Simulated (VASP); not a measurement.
Input:

```
CELL_PARAMETERS angstrom
      0.00000     3.46646     3.46646
      3.46646     0.00000     3.46646
      3.46646     3.46646     0.00000
ATOMIC_POSITIONS crystal
  Rb 0.00000 0.00000 0.00000
  Br 0.50000 0.50000 0.50000
```

These are PBE GGA with D4 dispersion, VASP's PBE PAW potentials (set 64) (plane waves; VASP 6.6.1) values and carry that method's errors. Settings: 520 eV cut-off, 8×8×8 Γ-centred mesh, tetrahedra with Blöchl corrections, potentials Rb_sv Br.

Problem. What does the run give for the energy per atom (σ→0), band gap (on the k-mesh) with the smallest direct gap where there is one?

Solution. 
| Quantity | Value |
|---|---|
| band gap (on the k-mesh) | 4.28 eV |
| smallest direct gap (on the k-mesh) | 4.28 eV |
| energy per atom (σ→0) | -3.170 eV/atom |

The compound is RbBr in the rock salt structure. It was relaxed first.
